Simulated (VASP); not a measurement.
The system is PtS2.

```
Pt S
1.0
     3.54320    0.00000    0.00000
    -1.77160    3.06850    0.00000
     0.00000    0.00000    5.03880
Pt S
1 2
Direct
  0.00000 0.00000 0.00000
  0.33333 0.66667 0.22700
  0.66667 0.33333 0.77300
```

- Program: VASP 6.6.1
- Task: relaxation of cell and atoms
- Functional: LDA
- Potentials or basis: VASP PAW LDA potentials, release 64 (Pt, S)
- Cutoff: 600 eV
- k mesh: 9 × 9 × 5
- Occupations: gaussian, width 0.03 eV
- Spin: no spin polarisation

At the start: pressure 3.6 GPa; volume 18.26 Å³/atom.

Q: Where does the relaxation end?

A: Over 24 steps the energy falls by 30.3 meV/atom and the volume is 16.65 Å³/atom (-8.8 %); space group P-3m1 (No. 164, to 0.05 Å).

The path:
```
step  energy change (eV)  largest force (eV/Å)  pressure (GPa)  volume (Å³)
   1              0.0000                0.8050            3.59        54.78
   2              0.0381                0.4672           -7.52        58.09
   3             -0.0252                0.2794           -1.14        56.02
   4             -0.0369                0.1819           -0.84        55.49
   5             -0.0434                0.0329           -0.36        54.71
   6             -0.0492                0.0890            0.15        54.14
   7             -0.0613                0.2619            1.93        52.42
   8             -0.0500                0.6195            6.65        49.01
   9             -0.0624                0.4083            3.53        51.27
  10             -0.0632                0.4048            3.49        51.23
  11             -0.0656                0.3945            3.38        51.11
  12             -0.0699                0.3742            3.24        50.87
  13             -0.0771                0.3344            2.92        50.37
  14             -0.0846                0.2594            2.51        49.36
  15             -0.0843                0.2137            2.44        48.93
  16             -0.0848                0.2332            2.47        49.10
  17             -0.0876                0.1832            1.77        49.37
  18             -0.0906                0.0608            0.10        50.07
  19             -0.0906                0.0555            0.02        50.10
  20             -0.0907                0.0511           -0.01        50.09
  21             -0.0908                0.0396            0.03        50.05
  22             -0.0910                0.0162            0.03        49.98
  23             -0.0909                0.0309            0.05        49.84
  24             -0.0910                0.0040            0.03        49.94
```

Final structure:
```
Pt S
1.0
     3.56028    0.00000    0.00000
    -1.78014    3.08329    0.00000
     0.00000    0.00000    4.54964
Pt S
1 2
Direct
  0.00000 0.00000 0.00000
  0.33333 0.66667 0.26123
  0.66667 0.33333 0.73877
```
